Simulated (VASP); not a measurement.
Input:

```
CELL_PARAMETERS angstrom
      0.00000     2.94031     2.82722
      2.94031     0.00000     2.82722
      2.94031     2.94031     0.00000
ATOMIC_POSITIONS crystal
  Li 0.25000 0.25000 0.25000
  Li 0.75000 0.75000 0.75000
  S  0.00000 0.00000 0.00000
```

All values below come from PBEsol GGA, VASP's PBE PAW potentials (set 64) (plane waves; VASP 6.6.1). Settings: 600 eV cut-off, 6×6×6 Γ-centred mesh, Gaussian smearing of 0.050 eV, potentials Li_sv S.

### Question
Estimate the energy per atom (σ→0), pressure.

### Answer

The energy per atom (σ→0) comes out as -4.112 eV/atom and the pressure is -2.89 GPa.

The absolute energy has meaning only against runs of the same code, potentials and settings.

The compound is Li2S in the antifluorite structure. This cell was strained or had an atom moved on purpose.
